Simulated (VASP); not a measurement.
These are PBE GGA with D3 dispersion (Becke-Johnson damping), VASP's PBE PAW potentials (set 64) (plane waves; VASP) values and carry that method's errors.

Input for VASP

POSCAR:
```
Sr
1
   -0.0000000000     2.9603917390     2.9603917390
    2.9603917390     0.0000000000     2.9603917390
    2.9603917390     2.9603917390     0.0000000000
Sr
1
Direct
  1.0000000000   0.0000000000   0.0000000000
```

### INCAR
```
SYSTEM = Sr
PREC = Accurate
ENCUT = 520
EDIFF = 1E-7
NELM = 100
ALGO = Normal
LREAL = .FALSE.
LASPH = .TRUE.
ISMEAR = -5
GGA = PE
IVDW = 12
LMAXMIX = 4
LWAVE = .FALSE.
LCHARG = .TRUE.
LORBIT = 11
NEDOS = 601
ISIF = 2
```

### KPOINTS
```
Automatic mesh
0
Gamma
9 9 9
0 0 0
```

POTCAR, in this order: Sr_sv (PBE.64 set). Program: vasp_std.

Output

File OSZICAR:
```
       N       E                     dE             d eps       ncg     rms          rms(c)
DAV:   1     0.380836200590E+02    0.38084E+02   -0.48545E+03   630   0.952E+02
DAV:   2     0.194116159296E-01   -0.38064E+02   -0.37853E+02   714   0.165E+02
DAV:   3    -0.157878187836E+01   -0.15982E+01   -0.15951E+01   904   0.280E+01
DAV:   4    -0.162944283867E+01   -0.50661E-01   -0.50646E-01   914   0.493E+00
DAV:   5    -0.163091074208E+01   -0.14679E-02   -0.14677E-02   983   0.523E-01    0.116E+01
DAV:   6    -0.163043503695E+01    0.47571E-03   -0.61181E-03   764   0.109E+00    0.658E+00
DAV:   7    -0.163014874590E+01    0.28629E-03   -0.10896E-02   730   0.144E+00    0.278E-01
DAV:   8    -0.163015451803E+01   -0.57721E-05   -0.17323E-03   960   0.253E-01    0.118E-01
DAV:   9    -0.163016942709E+01   -0.14909E-04   -0.18860E-05   844   0.470E-02    0.360E-02
DAV:  10    -0.163018354239E+01   -0.14115E-04   -0.10925E-05   809   0.359E-02    0.300E-02
DAV:  11    -0.163018292505E+01    0.61734E-06   -0.46868E-07   876   0.663E-03    0.104E-02
DAV:  12    -0.163018227707E+01    0.64797E-06   -0.23745E-07   780   0.425E-03    0.348E-03
DAV:  13    -0.163018234403E+01   -0.66953E-07   -0.81495E-09   377   0.880E-04
   1 F= -.18369902E+01 E0= -.18369902E+01  d E =0.000000E+00
```

OUTCAR:
```
------------------------ aborting loop because EDIFF is reached ----------------------------------------
 Edisp (eV)   -0.20681
  FORCE on cell =-STRESS in cart. coord.  units (eV):
  Direction    XX          YY          ZZ          XY          YZ          ZX
  --------------------------------------------------------------------------------------
  Total       0.01556     0.01556     0.01556     0.00000    -0.00000     0.00000
  in kB       0.48041     0.48041     0.48041     0.00000    -0.00000     0.00000
  external pressure =        0.48 kB  Pullay stress =        0.00 kB
  volume of cell :       51.89
      direct lattice vectors                 reciprocal lattice vectors
     0.000000000  2.960391739  2.960391739    -0.168896566  0.168896566  0.168896566
     2.960391739  0.000000000  2.960391739     0.168896566 -0.168896566  0.168896566
     2.960391739  2.960391739  0.000000000     0.168896566  0.168896566 -0.168896566
 POSITION                                       TOTAL-FORCE (eV/Angst)
 -----------------------------------------------------------------------------------
      0.00000      0.00000      0.00000         0.000000      0.000000      0.000000
 -----------------------------------------------------------------------------------
    total drift:                                0.000000      0.000000     -0.000000
  FREE ENERGIE OF THE ION-ELECTRON SYSTEM (eV)
  ---------------------------------------------------
  free  energy   TOTEN  =        -1.8369902026 eV

  energy  without entropy=       -1.8369902026  energy(sigma->0) =       -1.83699020

 total charge

# of ion       s       p       d       tot
------------------------------------------
    1        2.067   5.713   0.146   7.925
```
(Selected blocks of OUTCAR.)

The compound is Sr in the fcc structure. It was relaxed first, which changed the volume by -8 %.
